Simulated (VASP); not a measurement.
Given:

```xyz
2
Lattice="0.0000 3.0057 3.0057 3.0057 0.0000 3.0057 3.0057 3.0057 0.0000" Properties=species:S:1:pos:R:3 pbc="T T T"
Cd     0.0000     0.0000     0.0000
Se     1.5029     1.5029     1.5029
```

All values below come from LDA (Ceperley-Alder, Perdew-Zunger), VASP's LDA PAW potentials (set 64) (plane waves; VASP). Settings: 400 eV cut-off, Gaussian smearing of 0.050 eV, potentials Cd Se.

Problem. Estimate the band gap (along the path) with the smallest direct gap where there is one.

Solution. 
| Item | Result |
|---|---|
| band gap (along the path) | 0.43 eV |
| smallest direct gap (along the path) | 0.43 eV |

Total energies compare only between runs with the same potentials, cut-off and functional.

The compound is CdSe in the zinc blende structure, whereas wurtzite is the usual form. It was relaxed first.
